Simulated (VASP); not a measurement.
Here is a VASP 6.6.1 calculation.

The input INCAR:

```
ALGO = Normal
BPARAM = 11.95
CPARAM = 0.0093
EDIFF = 1E-7
ENCUT = 520
ISIF = 2
ISMEAR = 1
IVDW_NL = 2
LASPH = T
LCHARG = T
LMIXTAU = T
LREAL = F
LUSE_VDW = T
LVHAR = T
LWAVE = F
METAGGA = R2SCAN
NELM = 80
PREC = Accurate
SIGMA = 0.1
```

KPOINTS

```
k-points
0
Gamma
  16 16 8
```

Contents of POSCAR:

```
Zr                                      
1.0
    3.2376257604      0.0000000000     -0.0000000000
   -1.6188128802      2.8038661585     -0.0000000000
    0.0000000000      0.0000000000      5.1294028185
  Zr            
     2
Direct
     0.3333333300000021    0.6666666699999979    0.2500000000000000
     0.6666666699999979    0.3333333300000021    0.7500000000000000
```

Potentials or basis: VASP PAW PBE potentials, release 64 (Zr_sv).

Command:

```sh
$ cat potpaw_PBE.64/Zr_sv/POTCAR > POTCAR
$ mpirun -np 1 vasp_std > vasp.out
```

Task: What does it give for the pressure?

Result: 0.0 GPa.

Task: What does it give for the band gap on the k mesh?

Result: None (metal or under the smearing width).

Caveat: the PAW data sets were made with another functional, which shifts forces and pressure a little; pairwise dispersion overbinds metals, which lowers pressure and volume.
